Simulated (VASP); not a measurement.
An input for Ansatz (written as the equivalent of a VASP run, and not itself run):

Ansatz 0.2 input:
```yaml
crystal:
  lattice:
    - [0.0000000, 2.9779740, 2.9779740]
    - [2.9779740, 0.0000000, 2.9779740]
    - [2.9779740, 2.9779740, 0.0000000]
  atoms:
    - { symbol: In, position: [0.0000000, 0.0000000, 0.0000000] }
    - { symbol: P, position: [0.2500000, 0.2500000, 0.2500000] }
kpoints:
  mp_grid: { grid: [7, 7, 7] }
hamiltonian:
  xc: pbe
  pseudopotentials: { kind: paw }
scf:
  occupations: { method: gaussian, width: 0.05 }
  max_iter: 100
relax:
  max_steps: 60
  f_tol: 0.01
  cell: {}
output: { forces: true, stress: true, eigenvalues: true }
```

### Question
Write the VASP files for the same calculation (PBE).

### Answer
One answer among several that fit: 
### POSCAR
```
InP
1
    0.0000000000     2.9779739867     2.9779739867
    2.9779739867    -0.0000000000     2.9779739867
    2.9779739867     2.9779739867     0.0000000000
In P
1 1
Direct
  0.0000000000   0.0000000000   0.0000000000
  0.2500000000   0.2500000000   0.2500000000
```

### KPOINTS
```
Automatic mesh
0
G
 7 7 7
```

**INCAR**
```
ALGO  =  Normal
EDIFF  =  1E-6
EDIFFG  =  -0.01
ENCUT  =  400
GGA  =  PE
IBRION  =  2
ISIF  =  3
ISMEAR  =  0
LASPH  =  .TRUE.
LCHARG  =  .FALSE.
LMAXMIX  =  4
LREAL  =  .FALSE.
LWAVE  =  .FALSE.
NELM  =  100
NSW  =  60
PREC  =  Accurate
SIGMA  =  0.05
SYSTEM  =  InP
```

POTCAR, in this order: In_d P (PBE.64 set). Program: vasp_std.

Limits of the translation: each code has its own PAW files, so the cut-off isn't converted (ENCUT is set for VASP's; basis.ecutwfc is left out, and Ansatz then takes the one that its files recommend); Ansatz stops its SCF on the density residual and VASP on the energy change (EDIFF).

The compound is InP in the zinc blende structure. It was relaxed first. The start is the result of an earlier pass.
